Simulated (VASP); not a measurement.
OSZICAR of a VASP run on Ga3InP4 (ordered alloy cell):

OSZICAR:
```
       N       E                     dE             d eps       ncg     rms          rms(c)
DAV:   1     0.603719164877E+03    0.60372E+03   -0.28326E+04  1924   0.199E+03
DAV:   2     0.574246964973E+02   -0.54629E+03   -0.53352E+03  2044   0.519E+02
DAV:   3    -0.342179706212E+02   -0.91643E+02   -0.88605E+02  2227   0.180E+02
DAV:   4    -0.397726773773E+02   -0.55547E+01   -0.55236E+01  2418   0.443E+01
DAV:   5    -0.399702089269E+02   -0.19753E+00   -0.19724E+00  2992   0.848E+00    0.922E+00
DAV:   6    -0.388134649586E+02    0.11567E+01   -0.24182E+00  2737   0.180E+01    0.546E+00
DAV:   7    -0.386818743904E+02    0.13159E+00   -0.12492E+00  2712   0.557E+00    0.166E+00
DAV:   8    -0.386670119155E+02    0.14862E-01   -0.22295E-01  2584   0.495E+00    0.731E-01
DAV:   9    -0.386674428892E+02   -0.43097E-03   -0.18079E-02  2536   0.259E+00    0.249E-01
DAV:  10    -0.386677306021E+02   -0.28771E-03   -0.32512E-03  2553   0.953E-01    0.145E-01
DAV:  11    -0.386678799542E+02   -0.14935E-03   -0.81512E-04  2408   0.285E-01    0.323E-02
DAV:  12    -0.386678826883E+02   -0.27341E-05   -0.14367E-04  2326   0.105E-01    0.211E-02
DAV:  13    -0.386678848755E+02   -0.21872E-05   -0.23948E-05  2560   0.112E-01    0.127E-02
DAV:  14    -0.386678871017E+02   -0.22262E-05   -0.10368E-05  2307   0.577E-02    0.893E-03
DAV:  15    -0.386678872754E+02   -0.17372E-06   -0.31837E-06  1736   0.240E-02
   1 F= -.38667887E+02 E0= -.38667887E+02  d E =-.386679E+02
       N       E                     dE             d eps       ncg     rms          rms(c)
DAV:   1    -0.386686065570E+02   -0.71946E-03   -0.22905E-02  2550   0.128E+00    0.162E-01
DAV:   2    -0.386681756667E+02    0.43089E-03   -0.23289E-03  2520   0.589E-01    0.766E-02
DAV:   3    -0.386680143222E+02    0.16134E-03   -0.40307E-04  2735   0.206E-01    0.268E-02
DAV:   4    -0.386680030320E+02    0.11290E-04   -0.89216E-05  2144   0.137E-01    0.138E-02
DAV:   5    -0.386680025836E+02    0.44841E-06   -0.20306E-05  2279   0.844E-02    0.875E-03
DAV:   6    -0.386680021290E+02    0.45460E-06   -0.56952E-06  1632   0.517E-02
   2 F= -.38668002E+02 E0= -.38668002E+02  d E =-.114854E-03
```

Q: Which electronic solver shows in the log?

A: It is blocked Davidson (ALGO = Normal, or the opening steps of other solvers). The INCAR had ALGO = Normal.

Q: Can the final energy be trusted as converged?

A: The calculation finished and met its thresholds. It stopped with EDIFF = 1E-6, NELM = 100, NSW = 60 and EDIFFG = -0.02 after 2 ionic steps (PBEsol GGA, plane waves, VASP's PBE PAW potentials (set 64)).

The structure was generated: Ga3InP4 was put into an ordered model structure (R3m), which need not be its known phase. This run relaxes it. Symmetry was kept, so distortions that lower it aren't found. The start is the result of an earlier pass.
